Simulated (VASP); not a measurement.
Data:

```
CELL_PARAMETERS angstrom
      0.00000     2.86000     2.86000
      2.86000     0.00000     2.86000
      2.86000     2.86000     0.00000
ATOMIC_POSITIONS crystal
  Li 0.25000 0.25000 0.25000
  Li 0.75000 0.75000 0.75000
  S  0.00000 0.00000 0.00000
```

Level of theory: PBE GGA with D4 dispersion, VASP's PBE PAW potentials (set 64) (plane waves; VASP). Settings: 520 eV cut-off, 7×7×7 Γ-centred mesh, Gaussian smearing of 0.050 eV, potentials Li_sv S.

Q: Estimate the energy per atom (σ→0), pressure.

A: 
- energy per atom (σ→0): -4.106 eV/atom
- pressure: -17.1 kbar

The compound is Li2S in the antifluorite structure. The cell was not relaxed at this level. The run is one of a series of settings (IVDW = 13 against the base run), some of them coarse on purpose.
